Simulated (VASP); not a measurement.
Consider the following.

```
CELL_PARAMETERS angstrom
      0.00000     2.22171     2.22171
      2.22171     0.00000     2.22171
      2.22171     2.22171     0.00000
ATOMIC_POSITIONS crystal
  Ta 0.00000 0.00000 0.00000
  C  0.50000 0.50000 0.50000
```

All values below come from PBEsol GGA, VASP's PBE PAW potentials (set 64) (plane waves; VASP 6.6.1). Numerical set-up: 520 eV cut-off, 16×16×16 Γ-centred mesh, tetrahedra with Blöchl corrections, potentials Ta_pv C.

Unless said otherwise, spin-orbit coupling is left out, though it shifts the bands of the heavy elements here.

Q: What does the run give for the energy per atom (σ→0), band gap (on the k-mesh) with the smallest direct gap where there is one?

A: 
```yaml
band gap (on the k-mesh): none (metal, semimetal or under 0.01 eV)
energy per atom (σ→0): -11.760 eV/atom
```

The compound is TaC in the rock salt structure. It was relaxed first. The electron count is odd and the run is not spin-polarised, which forces a metal.
